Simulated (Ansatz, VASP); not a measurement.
# Ru (Ruthenium) in two plane-wave programs, part 2 of 2

Aim: how closely do two programs agree when they are given the same cell, functional and k mesh? The cell is taken from a series of runs on this material, whose earlier steps may have relaxed, scaled, displaced or heated it; both programs get it as it stands.

VASP 6.6.1 and Ansatz 0.2.0.

So far: Starting point; VASP: zone-centre phonons, LDA.

### Step 3. Ansatz: zone-centre phonons, LDA

Level of this step: Ansatz beside VASP: Kohn-Sham DFT, plane waves, LDA (Ansatz).

Ansatz runs on its PAW soft_1 files.

The same cell, functional (in two slightly different forms), mesh and smearing now go to Ansatz, which takes its cutoff from its data sets.

File input.yaml:

```yaml
crystal:
  lattice:
    - [2.6815215051, 0.0, 0.0]
    - [-1.3407607526, 2.3222657442, 0.0]
    - [0.0, 0.0, 4.1817102656]
  atoms:
    - { symbol: Ru, position: [0.3333333344, 0.6666666656, 0.25] }
    - { symbol: Ru, position: [0.6666666656, 0.3333333344, 0.75] }
kpoints:
  mp_grid: { grid: [18, 18, 12] }
hamiltonian:
  xc: lda
  pseudopotentials: { kind: paw, azcp: { folder: soft_1 }, xc_functional: pbe }
scf:
  occupations: { method: methfessel_paxton, width: 0.2 }
output:
  eigenvalues: true
phonons:
  method: dfpt
```

The run is started by

```sh
$ ansatz run input.yaml --threads 4 --pin off --max-ram 10240MiB --backend cpu --events-out ev --progress --plain --runs-dir out
```

Numbers of over 12 decimals in the logs are rounded to 6 here.

Output:

```text
zone centre: on kpoints.mp_grid the ground state, and the responses unless they are solved on pairs of k-points, stand on 637 of the mesh's 3888 k-points, reduced under 4 symmetry operations, with k and −k counted as one. Each operation leaves every solved displacement unchanged or reverses it
Engine: ansatz 0.2.0, aarch64-unknown-linux-gnu
Pseudopotentials: kind: paw
Pseudopotential: Ru, paw, valence charge 16, recommended cutoff 420 eV (normal), soft_1/Ru.paw.azcp
Functional definition: SPW92
  exchange = slater_x
  correlation = pw_c
Crystal: 2 atoms, lattice volume = 26.040 Å³
Basis set: ecut = 420 eV, 523 PW (Γ), exchange–correlation on 36×36×60 points (8 copies of the dense FFT grid, shifted against one another)
Bands: 20, of which v1, the nominal top of the filled ones, is band 16 counted from 1 (15 counted from 0)
Symmetry: 24 space group operations
k-points: 637 of 3888 (irreducible under 4 space group operations, time reversal used)
Non-local potential: Ru, projectors of the file, l = 0: 3, l = 1: 2, l = 2: 2, l = 3: 1
PAW form: soft (Blöchl's): semilocal exchange-correlation on the pseudo side does not see the compensation charge
PAW frozen core: Ru, regenerated for the run's functional, and the local potential with it (the file was generated under x = pbe(κ = 0.804, μ = 0.219515), c = pbe(β = 0.066725))
PAW one-centre angular grid: Ru, 590 points (default); XC on 64 Gauss nodes
Initial density: superposition of atomic densities (chi_scale 0.1, normalization cell)
Initial wavefunctions: pseudopotential atomic-orbital guess
Functional: x = slater, c = lda
SCF iter   1: F=—  HF=-11518.128880 eV  |F-HF|=—  |Δ(HF+E_count)|=         —  Δρ=1.31e-1  dr2=4.17e0  ethr=3.10e-3  ⟨swp⟩=5.0  Hψ=111906  notcnv=0  defer=60
automatic band count: the SCF goes on with 24 bands, as 20 were too few: they end inside the smearing window of the response
preconditioner: auto → none  [metal: Δε(μ)=0.006 eV  Ē_g=11.971 eV  σ=0.200 eV  W_gap=0.03  n_scr=8 (ndim 8)  ℏωp=29.1 eV  f_vac=0.000  D(μ)=1.44/eV (n_scr^D=22)  sad-step TF]
SCF iter   2: F=—  HF=-11517.110643 eV  |F-HF|=—  |Δ(HF+E_count)|=    1.02e0  S|Δr|=    0.00e0  Δρ=7.37e-2  dr2=1.30e0  ethr=3.10e-3  ⟨swp⟩=2.7  Hψ=29214  notcnv=0  defer=1799
SCF iter   3: F=—  HF=-11516.658405 eV  |F-HF|=—  |Δ(HF+E_count)|=   4.52e-1  S|Δr|=    0.00e0  Δρ=3.49e-3  dr2=1.43e-3  ethr=3.10e-3  ⟨swp⟩=2.0  Hψ=21760  notcnv=0  defer=1799
SCF iter   4: F=—  HF=-11516.659199 eV  |F-HF|=—  |Δ(HF+E_count)|=   7.94e-4  S|Δr|=    0.00e0  Δρ=3.51e-4  dr2=7.65e-6  ethr=4.48e-6  ⟨swp⟩=2.4  Hψ=29565  notcnv=0  defer=1679
SCF iter   5: F=—  HF=-11516.659214 eV  |F-HF|=—  |Δ(HF+E_count)|=   1.51e-5  S|Δr|=    0.00e0  Δρ=1.04e-4  dr2=1.76e-6  ethr=2.39e-8  ⟨swp⟩=2.3  Hψ=22980  notcnv=0  defer=1679
SCF iter   6: F=—  HF=-11516.659214 eV  |F-HF|=—  |Δ(HF+E_count)|=   7.43e-7  S|Δr|=    0.00e0  Δρ=2.33e-5  dr2=7.02e-8  ethr=5.50e-9  ⟨swp⟩=2.0  Hψ=21291  notcnv=0  defer=1679
SCF iter   7: F=—  HF=-11516.659214 eV  |F-HF|=—  |Δ(HF+E_count)|=   3.05e-8  S|Δr|=    0.00e0  Δρ=2.22e-6  dr2=9.45e-10  ethr=2.19e-10  ⟨swp⟩=2.4  Hψ=23933  notcnv=0  defer=1679
SCF iter   8: F=-11516.659214 eV  HF=-11516.659214 eV  |F-HF|=3.64e-12  |Δ(HF+E_count)|=  1.04e-10  S|Δr|=    0.00e0  Δρ=1.12e-7  dr2=1.81e-12  ethr=1.00e-12  ⟨swp⟩=9.1  Hψ=89320  notcnv=0
SCF 1 converged in 8 iterations: F = -11516.659214 eV  dr2 = 1.81e-12
  greatest PAW one-centre occupation: 1.000 electrons in one spin orbital (limit 2), on the Ru atom at site 1 (counted from 0), in its partial waves of l = 0
DFPT response loops at Γ: preconditioner auto → Kerker (q_TF=auto, 2.824 Å⁻¹) (partly filled bands, converged f_vac=0.000); β = 1.00, the filter's whole step (`scf.mixing.beta` (0.50) is not read by the response loops under this deck's `scf.mixing.preconditioner`; to damp them name `kerker` or `kerker_dos`, under which they read `scf.mixing.beta`, and type it under 1.00, their step now; both keys bind the ground state too); Broyden in place of MSR1
SCF converged after 8 iterations
Stability not checked: this state was not tested for a lower state beside it, because cold or Methfessel-Paxton smearing, or corrected tetrahedra, fill the levels in a way that the test cannot read (fill_not_monotonic; see scf.lower_state_search)
Free energy (F): -11516.659214 eV
Harris-Foulkes:  -11516.659214 eV  (|F-HF|=3.64e-12)
Internal energy: -11516.659712 eV  (E = F + TS)
E sigma→0 (E₀):  -11516.659338 eV
Entropy (-TS):   0.000498 eV (0.249 meV/atom)
Fermi energy:    24.241298 eV
Step filling:    the computed levels leave a gap of 0.0000 eV = 0.0 smearing widths at the electron count; against every level under it full and every level over it empty, smearing changes F+E_penalty+E_count by +0.875 meV and its σ→0 estimate by +0.750 meV
--- Per-component energies (eV) ---
  E_band       = -85.869715
  E_kinetic    = 924.441140
  E_local      = -2463.827184  (includes V_loc(G=0)·N_el)
  E_nonlocal   = 836.098626
  E_hartree    = 813.578965
  E_xc         = -339.993286
  E_vxc        = -431.538704  (∫ρ·V_xc dr)
  E_paw        = -6763.883067  (= ΣΔE_a)
  E_vpaw       = -578.202682  (= ΣTr[D̂ρ^β])
  E_aug_tail   = 0.001083  (compensation charges beyond the density's cutoff)
  E_ewald      = -4524.219359
  E_core_change = 1.143369  (= ΣΔE_core)
  E_smearing   = 0.000498  (= −TS)
  E_closure    = -0.000000  (closes the sum)
  Σ components = -11516.659214   (vs F -11516.659214, Δ=0.00e0)
--- Band table (eV; the first three rows and the last of 637) ---
  k-point 0: bands = [... 12 lower, 21.7875, 22.2055, 22.2055, 22.6300, 22.6300, 25.5038, 25.5038, 25.7418, ... 4 higher]
  k-point 1: bands = [... 12 lower, 21.7426, 22.1498, 22.1498, 22.7634, 22.7634, 25.4575, 25.5153, 25.5153, ... 4 higher]
  k-point 2: bands = [... 12 lower, 21.6181, 21.9996, 21.9996, 23.0915, 23.0915, 24.7316, 25.5300, 25.5300, ... 4 higher]
  k-point 636: bands = [... 12 lower, 21.4442, 21.4442, 22.7884, 22.7884, 25.9919, 25.9919, 29.5170, 29.5170, ... 4 higher]
--- Phonons (Γ-DFPT): 2 representative perturbations + reference, on 637 of 3888 k-points (Σ response iterations 6) ---
  k mesh reduced under 4 symmetry operations, with k and −k counted as one. Each operation leaves every solved displacement unchanged or reverses it
  ASR residual: 6.149e-5 → 0.000e0 eV/Å²; symmetrization residual: 9.878e-10 eV/Å²
  ASR residual per site (eV/Å²): 6.15e-5 6.15e-5
  Γ frequencies (cm⁻¹): 0.00 0.00 0.00 216.44 216.44 290.97
  non-analytic LO–TO correction: not included (Born effective charges unavailable; polar crystals: no LO–TO splitting at Γ)
```

In the SCF lines HF is the Harris–Foulkes energy and dr2 the Hartree energy of the density residual, in eV; the loop may stop once dr2 is under the threshold and the program's other checks hold. Hψ counts applications of the Hamiltonian.

### Step 4. Comparison

Known differences besides the potentials themselves: the data sets hold 32 valence electrons in Ansatz (on its PAW soft_1 files) and 28 in VASP; the cutoff is 420 eV in Ansatz and 500 eV in VASP; VASP's log shows a relativistic correction to its local exchange, Ansatz's none. Total energies have different zeros and are not compared.

Both answers:

```
                  quantity  Ansatz   VASP  difference
optical mode 1 to 2 (cm⁻¹)   216.4  216.7     -0.12 %
     optical mode 3 (cm⁻¹)   291.0  293.0     -0.71 %
```

Modes are paired by rising frequency, not by their patterns, so a pair may set unlike modes beside each other; they are those without the splitting of longitudinal modes.

### Step 5. Outcome

```json
{
  "r.m.s. difference of the optical zone-centre modes, each program's sorted by frequency (zone-centre phonons, LDA)": "1.2 cm⁻¹",
  "difference in optical mode 3 (zone-centre phonons, LDA)": "-0.7 %"
}
```

The r.m.s. difference of the optical zone-centre modes, each program's sorted by frequency is 1.2 cm⁻¹ (zone-centre phonons, LDA). The data sets hold unlike numbers of valence electrons (32 in Ansatz and 28 in VASP), so part of the differences comes from the potentials. Among the rows given in per cent, the largest difference of the zone-centre phonons, LDA pair is in optical mode 3, -0.7 %. Such differences can come from data sets, numerical settings and the points named under the comparisons, not from the functional's error against experiment.

[Lines on the potential files, build, host, timing and source positions are cut from VASP's logs without a mark.]

[Logs are printed without paths, hosts, clocks, repeated set-up lines and the standing remarks that a program may print on its own settings, such as how far it seeks lower states.]

[Hosts, paths, dates, database ids (printed as entryN), source tags and the programs' standing remarks are cut or masked in the printed files.]
